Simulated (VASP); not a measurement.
# CdSb2O4 (I4/m) in VASP: notebook, part 2 of 2

VASP 6.6.1. Earlier steps stand in the parts before.

## (3) Relaxation of cell and atoms, PBE

This run uses another cell than the first one, of 15.22 Å³/atom, 0.691 times its volume.

File INCAR:

```
SYSTEM = CdSb2O4
PREC = Normal
ENCUT = 520
EDIFF = 1E-4
ISMEAR = 0
SIGMA = 0.15
LREAL = .False.
LASPH = .True.
NELM = 60
ALGO = Fast
ISIF = 3
LWAVE = .False.
LCHARG = .False.
GGA = PE
IBRION = 2
NSW = 24
EDIFFG = -0.08
KPAR = 4
```

File KPOINTS:

```
Automatic mesh
0
Gamma
  5 5 5
  0 0 0
```

File POSCAR:

```
CdSb2O4
1.0
   -2.0654803000      2.0654803000      6.2452121000
    2.0654803000     -2.0654803000      6.2452121000
    2.0654803000      2.0654803000     -6.2452121000
Cd Sb O
1 2 4
Direct
    0.0000000000      0.0000000000      0.0000000000
    0.3479380000      0.3479380000      0.0000000000
    0.6520620000      0.6520620000      0.0000000000
    0.5000000000      0.0000000000      0.5000000000
    0.7500000000      0.2500000000      0.5000000000
    0.0000000000      0.5000000000      0.5000000000
    0.2500000000      0.7500000000      0.5000000000
```

Potentials or basis: VASP PAW PBE potentials, release 64 (Cd, Sb, O).

Run with:

```sh
$ cat potpaw_PBE.64/Cd/POTCAR potpaw_PBE.64/Sb/POTCAR potpaw_PBE.64/O/POTCAR > POTCAR
$ mpirun -np 4 vasp_std > vasp.out
```

OUTCAR:

```text
SYSTEM = CdSb2O4
   PREC = Normal
   ENCUT = 520
   EDIFF = 1E-4
   ISMEAR = 0
   LREAL = .False.
   LASPH = .True.
   NELM = 60
   ISIF = 3
   GGA = PE
   IBRION = 2
   NSW = 24
   EDIFFG = -0.08

 ion  position               nearest neighbor table
   1  0.000  0.000  0.000-   4 2.07   6 2.07   6 2.07   4 2.07   3 3.48   3 3.48   3 3.48   2 3.48
                             3 3.48   2 3.48   2 3.48   2 3.48
   2  0.348  0.348  0.000-   5 2.40   7 2.40   7 2.40   5 2.40   4 2.81   6 2.81   6 2.81   4 2.81
                             1 3.48   1 3.48   1 3.48   1 3.48
   3  0.652  0.652  0.000-   7 2.40   5 2.40   5 2.40   7 2.40   4 2.81   6 2.81   4 2.81   6 2.81
                             1 3.48   1 3.48   1 3.48   1 3.48
   4  0.500  0.000  0.500-   1 2.07   1 2.07   2 2.81   3 2.81   2 2.81   3 2.81
   5  0.750  0.250  0.500-   2 2.40   3 2.40   2 2.40   3 2.40
   6  0.000  0.500  0.500-   1 2.07   1 2.07   2 2.81   3 2.81   3 2.81   2 2.81
   7  0.250  0.750  0.500-   2 2.40   3 2.40   2 2.40   3 2.40

  LATTYP: Found a body centered tetragonal cell.
 ALAT       =     4.1309606000
 C/A-ratio  =     3.0236125225
[... 311 lines left out ...]

 number of electron      45.9999967 magnetization

------------------------ aborting loop because EDIFF is reached ----------------------------------------
[... 77 lines left out ...]
--------------------------------------- Ionic step       12  -------------------------------------------

 number of electron      45.9999967 magnetization

 Free energy of the ion-electron system (eV)
  ---------------------------------------------------
  ext. energy  EPLUGINS =         0.00000000
  ---------------------------------------------------
  free energy    TOTEN  =       -34.21935288 eV

  energy without entropy =      -34.20863575  energy(sigma->0) =      -34.21399431

 E-fermi :   6.2438     XC(G=0): -10.7210

 val. band max:        6.1856947857   @ k =  -0.4000   0.4000   0.0000
 cond. band min:       6.6687372377   @ k =  -0.4000   0.4000   0.4000
 fundamental gap:      0.4830424521
 Fermi energy:         6.2437911603

 k-point     1 :       0.0000    0.0000    0.0000
  band No.  band energies     occupation
      1     -13.1588      2.00000
      2     -12.0827      2.00000
      3     -11.6387      2.00000
      4     -11.4704      2.00000
      5      -3.5647      2.00000
      6      -1.9916      2.00000
[... 563 lines left out ...]
  FREE ENERGIE OF THE ION-ELECTRON SYSTEM (eV)
  ---------------------------------------------------
  free  energy   TOTEN  =       -34.2193528771 eV

  energy  without entropy=      -34.2086357490  energy(sigma->0) =      -34.21399431

 reached required accuracy - stopping structural energy minimisation
```

OSZICAR:

```text
N       E                     dE             d eps       ncg     rms          rms(c)
DAV:   1     0.386380458044E+03    0.38638E+03   -0.22477E+04   972   0.158E+03
DAV:   2    -0.438761261801E+01   -0.39077E+03   -0.38076E+03  1207   0.359E+02
DAV:   3    -0.415302862444E+02   -0.37143E+02   -0.36755E+02  1131   0.119E+02
DAV:   4    -0.424796216764E+02   -0.94934E+00   -0.94641E+00  1256   0.186E+01
[... 78 lines left out ...]
       N       E                     dE             d eps       ncg     rms          rms(c)
DAV:   1    -0.342201274095E+02   -0.24466E-02   -0.53942E-02   992   0.154E+00    0.183E-01
RMM:   2    -0.342195502350E+02    0.57717E-03   -0.39819E-03   980   0.349E-01    0.104E-01
RMM:   3    -0.342193977423E+02    0.15249E-03   -0.51087E-04   736   0.125E-01    0.485E-02
RMM:   4    -0.342193528771E+02    0.44865E-04   -0.22639E-04   585   0.856E-02
  12 F= -.34219353E+02 E0= -.34213994E+02  d E =-.176141E-02
```

Run time: 2.6 min. Hardware: 4 MPI ranks of Intel Xeon Platinum 8259CL at 2.50GHz (Skylake/Cascade Lake), shared host; peak memory 0.28 GiB.

Results:

* Free energy: -34.2194 eV
* Relaxed volume: 14.76 Å³/atom
* Relaxed cell: a = 6.582 Å, b = 6.582 Å, c = 6.582 Å, α = 142.85°, β = 142.85°, γ = 53.55°
* Space group after relaxing (to 0.05 Å): I4/mmm (No. 139)
* Energy gained by relaxing: 26.8 meV/atom
* Ionic steps: 12
* Pressure after relaxing: 0.0 GPa
* Largest force after relaxing: 0.053 eV/Å
* Band gap on the k mesh: none (metal or under the smearing width)

Forces on the atoms (eV/Å):
```
Cd   0.000  0.000  0.000
Sb   0.000  0.000  0.053
Sb   0.000  0.000 -0.053
O    0.000  0.000  0.000
O    0.000  0.000  0.000
O    0.000  0.000  0.000
O    0.000  0.000  0.000
```

Stress tensor (GPa, compression positive):
```
 0.04  0.00  0.00
 0.00  0.04  0.00
 0.00  0.00 -0.09
```

Step by step:
| step | energy change (eV) | largest force (eV/Å) | pressure (GPa) | volume (Å³) |
| --- | --- | --- | --- | --- |
| 1 | 0.0000 | 0.2845 | -0.62 | 106.57 |
| 2 | -0.1573 | 0.0271 | -1.46 | 105.59 |
| 3 | -0.1756 | 0.1281 | -1.67 | 105.13 |
| 4 | -0.1759 | 0.1348 | -1.76 | 105.08 |
| 5 | -0.1821 | 0.1754 | 1.35 | 102.25 |
| 6 | -0.1861 | 0.1624 | 0.80 | 103.33 |
| 7 | -0.1852 | 0.1560 | -0.05 | 103.81 |
| 8 | -0.1854 | 0.1565 | -0.31 | 103.72 |
| 9 | -0.1858 | 0.1587 | -0.10 | 103.52 |
| 10 | -0.1859 | 0.1591 | 0.00 | 103.43 |
| 11 | -0.1859 | 0.1604 | 0.00 | 103.38 |
| 12 | -0.1877 | 0.0532 | -0.01 | 103.31 |

Final structure:
```xyz
7
Lattice="-2.0965 2.0965 5.8764 2.0965 -2.0965 5.8764 2.0965 2.0965 -5.8764" Properties=species:S:1:pos:R:3 pbc="T T T"
Cd    2.0965    2.0965    5.8764
Sb    0.0000    0.0000    4.0812
Sb    0.0000    0.0000    7.6717
O     2.0965    0.0000    5.8764
O     0.0000    2.0965    2.9382
O     0.0000    2.0965    5.8764
O     2.0965    0.0000    2.9382
```

Caveat: the k mesh is coarse (spacing up to 0.43 Å⁻¹), so the values aren't converged; the relaxation stopped at a loose force limit of 0.08 eV/Å, so its end isn't a converged minimum. Spin-orbit coupling is left out, which matters for the levels of Sb.
